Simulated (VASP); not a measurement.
```xyz
3
Lattice="0.0000 2.5450 2.5450 2.5450 0.0000 2.5450 2.5450 2.5450 0.0000" Properties=species:S:1:pos:R:3 pbc="T T T"
Zr     0.0000     0.0000     0.0000
O      1.2725     1.2725     1.2725
O      3.8175     3.8175     3.8175
```

The numbers are results of PBE GGA with D3 dispersion (Becke-Johnson damping), VASP's PBE PAW potentials (set 64) (plane waves; VASP), not measurements. Settings: 520 eV cut-off, 8×8×8 Γ-centred mesh, tetrahedra with Blöchl corrections, potentials Zr_sv O.

**Question.** Predict the energy per atom (σ→0), band gap (on the k-mesh) with the smallest direct gap where there is one.

**Answer.** 
```json
{
  "band gap (on the k-mesh)": "3.35 eV",
  "smallest direct gap (on the k-mesh)": "3.80 eV",
  "energy per atom (σ→0)": "-9.787 eV/atom"
}
```

Total energies compare only between runs with the same potentials, cut-off and functional.

The compound is ZrO2 in the fluorite structure, the high-temperature cubic form, which is unstable at 0 K; the monoclinic form is the stable one. The cell was not relaxed at this level.
